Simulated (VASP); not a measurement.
Here is the system:

```yaml
crystal:
  lattice:
    - [-1.86652, 1.86652, 1.86652]
    - [1.86652, -1.86652, 1.86652]
    - [1.86652, 1.86652, -1.86652]
  atoms:
    - { symbol: Sb, position: [0.00000, 0.00000, 0.00000] }
```

These are PBEsol GGA, VASP's PBE PAW potentials (set 64) (plane waves; VASP) values and carry that method's errors. Settings: 400 eV cut-off, 15×15×15 Γ-centred mesh, tetrahedra with Blöchl corrections, potentials Sb.

Unless said otherwise, spin-orbit coupling is left out, though it shifts the bands of the heavy elements here.

Question: Estimate the energy per atom (σ→0), band gap (on the k-mesh) with the smallest direct gap where there is one.

Answer: 
The band gap (on the k-mesh) is none (metal, semimetal or under 0.01 eV) and the energy per atom (σ→0) is -4.387 eV/atom.

Total energies compare only between runs with the same potentials, cut-off and functional.

The structure was generated: Sb was put into the bcc type (Im-3m), which need not be its known phase. It was relaxed first, which changed the volume by -5 %.
